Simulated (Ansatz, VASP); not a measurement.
**Two plane-wave programs on Y2Os**

```
CELL_PARAMETERS angstrom
0.00000 3.38970 3.38970
3.38970 0.00000 3.38970
3.38970 3.38970 0.00000
ATOMIC_POSITIONS crystal
Y 0.25000 0.25000 0.25000
Y 0.75000 0.75000 0.75000
Os 0.00000 0.00000 0.00000
```

Change from the starting cell: species swapped into the CeO2 type (Fm-3m, No. 225).

Alike in both runs: functional PBE; k mesh 12 × 12 × 12; occupations gaussian, width 0.1 eV; no spin polarisation.

Ansatz relaxed the structure, and its values are those at the end. VASP's run is a single point on that final structure, the one shown.

|  | VASP | Ansatz |
| --- | --- | --- |
| version | VASP 6.6.1 | Ansatz 0.2.0 |
| potentials or method | VASP PAW PBE potentials, release 64 (Y_sv, Os) | scalar-relativistic, plane waves, PAW |
| plane-wave cutoff (eV) | 520 | 420 |
| valence electrons in the cell | 30 | 38 |

```csv
,VASP,Ansatz,Ansatz less VASP
gap on the k mesh at the Fermi level (eV),none,none,-
pressure (GPa),-0.1,0.0,+0.12
```

A gap of «none» marks a metal or a gap that the smearing closes. The two sets of potentials don't hold the same shells in valence.

Spin-orbit coupling is left out, which matters for the levels of Os.
